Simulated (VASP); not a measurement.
```
CeO2
1.0
    0.00000     2.74431     2.74431
    2.74431     0.00000     2.74431
    2.74431     2.74431     0.00000
Ce O
1 2
Direct
  0.00000   0.00000   0.00000
  0.25000   0.25000   0.25000
  0.75000   0.75000   0.75000
```

Computed with r2SCAN meta-GGA, VASP's PBE PAW potentials (set 64) (plane waves; VASP). Run with 520 eV cut-off, 7×7×7 Γ-centred mesh, Gaussian smearing of 0.050 eV, potentials Ce O.

Question: Give the stress tensor in GPa (positive for a compressed cell).

Answer: 
```
-5.29   0.00   0.00
 0.00  -5.29   0.00
 0.00   0.00  -5.29
```
The pressure is its mean diagonal, -5.29 GPa.

The compound is CeO2 in the fluorite structure. This cell is one point of a volume scan, at 1.03 of the reference volume. The run is not spin-polarised, so no magnetic state was tried.
